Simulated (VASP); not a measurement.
Energy against volume of Ho (hcp). Computed with RPBE GGA, VASP's PBE PAW potentials (set 64) (plane waves; VASP). Settings: 520 eV cut-off, 12×12×7 Γ-centred mesh, first-order Methfessel-Paxton smearing of 0.10 eV, potentials Ho_3.

The 4f electrons are frozen in the core of the lanthanide potential, so 4f levels, which can set the real gap, and their magnetism are missing.

Shape and ions are relaxed at each volume.

```tsv
V (Å³/atom)	E (eV/atom)
30.732	-4.16230
31.713	-4.17578
32.694	-4.18093
33.675	-4.17858
```

Question: Fit these four points and predict the energy of the run at 34.655 Å³/atom.

Answer: A cubic in V^(−2/3), the third-order Birch-Murnaghan form, passes through the four points with V0 = 32.86 Å³/atom and B0 = 40 GPa, and gives -4.1695 eV/atom there. The run gave -4.1696 eV/atom, -0.1 meV/atom from the fit; all five points give B0 = 40 GPa.

The compound is Ho in the hcp structure. It was relaxed first, which changed the volume by +5 %.
